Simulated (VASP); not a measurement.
VASP input:

**KPOINTS**
```
Automatic mesh
0
Gamma
12 12 12
0 0 0
```

INCAR:
```
! general
SYSTEM   = MgO
PREC     = Accurate
ENCUT    = 520
LREAL    = .FALSE.
LASPH    = .TRUE.

! electronic loop
EDIFF    = 1E-7
NELM     = 100
ALGO     = Normal

! smearing
ISMEAR   = -5

! functional
GGA      = ML
LUSE_VDW = .TRUE.
AGGAC    = 0.0
ZAB_VDW  = -1.8867

! ions
ISIF     = 2

! output
LWAVE    = .FALSE.
LCHARG   = .TRUE.
LORBIT   = 11
NEDOS    = 601
```

**POSCAR**
```
MgO
1
    0.0000000000     2.1373971441     2.1373971441
    2.1373971441     0.0000000000     2.1373971441
    2.1373971441     2.1373971441     0.0000000000
Mg O
1 1
Direct
  0.0000000000   0.0000000000   0.0000000000
  0.5000000000   0.5000000000   0.5000000000
```

POTCAR, in this order: Mg O (PBE.64 set). Program: vasp_std.

Write an equivalent input for Quantum ESPRESSO's pw.x.

One equivalent input (not run):
```
&CONTROL
  calculation = 'scf'
  pseudo_dir = './pseudo'
  outdir = './out'
  tprnfor = .true.
  tstress = .true.
/
&SYSTEM
  ibrav = 0
  nat = 2
  ntyp = 2
  ecutwfc = 84
  occupations = 'tetrahedra'
  input_dft = 'vdw-df2'
/
&ELECTRONS
  conv_thr = 7.3e-09
  electron_maxstep = 100
/
ATOMIC_SPECIES
  Mg 24.305 Mg.upf
  O 15.999 O.upf
CELL_PARAMETERS angstrom
     0.0000000    2.1373971    2.1373971
     2.1373971    0.0000000    2.1373971
     2.1373971    2.1373971    0.0000000
ATOMIC_POSITIONS crystal
  Mg   0.0000000  0.0000000  0.0000000
  O    0.5000000  0.5000000  0.5000000
K_POINTS automatic
  12 12 12 0 0 0
```
What does not carry over: the potentials are each code's own (VASP's PAW set, PseudoDojo norm-conserving files in pw.x), so ENCUT and ecutwfc are chosen apart and not converted; conv_thr bounds pw.x's estimated SCF error, while EDIFF bounds the energy change between steps.

The compound is MgO in the rock salt structure. It was relaxed first.
